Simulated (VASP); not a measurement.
A convergence study with VASP on Cu (fcc): one setting is varied, all else stays as given below, so the limit is that of these other settings. Each run relaxes cell and ions from the cell shown. The basis is that of the starting cell, so low cut-offs carry a Pulay error.

```
Cu
1.0
    0.00000     1.80500     1.80500
    1.80500     0.00000     1.80500
    1.80500     1.80500     0.00000
Cu
1
Direct
  0.00000   0.00000   0.00000
```

The numbers are results of PBE GGA, VASP's PBE PAW potentials (set 64) (plane waves; VASP 6.6.1), not measurements. The tightest run used: 700 eV cut-off, 14×14×14 Γ-centred mesh, first-order Methfessel-Paxton smearing of 0.10 eV, potentials Cu.

Q: The settings run are ENCUT = 250; ENCUT = 300; ENCUT = 350; ENCUT = 400; ENCUT = 450; ENCUT = 500; ENCUT = 550; ENCUT = 600; ENCUT = 650; ENCUT = 700. From which on does the relaxed volume stay within 0.05 Å³/atom of the tightest run?

A: From ENCUT = 500 on: it is off by 0.015 there and by no more than 0.05 in any finer run, while ENCUT = 450 is off by 0.055.
| setting | relaxed volume (Å³/atom) | E (eV/atom) | plane waves | difference judged (Å³/atom) |
|---|---|---|---|---|
| ENCUT = 250 | 10.669 | -3.7373 | 113 | 1.333 |
| ENCUT = 300 | 11.768 | -3.7259 | 150 | 0.233 |
| ENCUT = 350 | 12.008 | -3.7344 | 190 | 0.007 |
| ENCUT = 400 | 11.943 | -3.7282 | 222 | 0.059 |
| ENCUT = 450 | 11.946 | -3.7265 | 271 | 0.055 |
| ENCUT = 500 | 11.986 | -3.7275 | 307 | 0.015 |
| ENCUT = 550 | 12.008 | -3.7283 | 354 | 0.007 |
| ENCUT = 600 | 12.008 | -3.7282 | 401 | 0.007 |
| ENCUT = 650 | 12.003 | -3.7278 | 459 | 0.001 |
| ENCUT = 700 | 12.001 | -3.7277 | 531 | 0.000 |

Left out are rungs that failed or repeat a setting and relaxations that didn't move; long series are thinned to 24 rows.

The compound is Cu in the fcc structure.
